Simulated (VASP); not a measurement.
GaSb (relaxed from the WC structure, space group P-6m2): computed properties

Method: r2SCAN meta-GGA, VASP's PBE PAW potentials (set 64) (plane waves; VASP).

| Item | Result |
|---|---|
| space group | P-6m2 (187) |
| cell | a = 4.0427 Å, b = 4.0427 Å, c = 3.4873 Å, α = 90.00°, β = 90.00°, γ = 120.00° |
| volume per atom | 24.68 Å³/atom |
| band gap (over mesh and band path) | none (metal, semimetal or under 0.01 eV) |
| density | 6.44 g/cm³ |

```cif
data_GaSb
_chemical_formula_sum 'Ga1 Sb1'
_space_group_name_H-M_alt 'P-6m2'
_space_group_IT_number 187
_space_group_name_Hall 'P -6 2'
_cell_length_a 4.04273
_cell_length_b 4.04273
_cell_length_c 3.48729
_cell_angle_alpha 90.000
_cell_angle_beta 90.000
_cell_angle_gamma 120.000
loop_
_atom_site_label
_atom_site_type_symbol
_atom_site_symmetry_multiplicity
_atom_site_Wyckoff_symbol
_atom_site_fract_x
_atom_site_fract_y
_atom_site_fract_z
_atom_site_occupancy
Ga1 Ga 1 a 0.00000 0.00000 0.00000 1
Sb1 Sb 1 f 0.66667 0.33333 0.50000 1
```

Unless said otherwise, spin-orbit coupling is left out, though it shifts the bands of the heavy elements here.

The structure was generated: GaSb was put into the WC type (P-6m2), which need not be its known phase. It was relaxed first, which changed the volume by +14 %. Symmetry was kept, so distortions that lower it aren't found.
